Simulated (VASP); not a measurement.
Input:

```
BP
1.0
    0.00000     2.29248     2.29248
    2.29248     0.00000     2.29248
    2.29248     2.29248     0.00000
B P
1 1
Direct
  0.00000   0.00000   0.00000
  0.25000   0.25000   0.25000
```

Calculation: rev-vdW-DF2, VASP's PBE PAW potentials (set 64) (plane waves; VASP). Run with 520 eV cut-off, 10×10×10 Γ-centred mesh, Gaussian smearing of 0.050 eV, potentials B P.

Question: Give the stress tensor in GPa (positive for a compressed cell).

Answer: 
```
-4.71   0.00   0.00
 0.00  -4.71   0.00
 0.00   0.00  -4.71
```
The pressure is its mean diagonal, -4.71 GPa.

The compound is BP in the zinc blende structure. This cell is one point of a volume scan, at 1.03 of the reference volume.
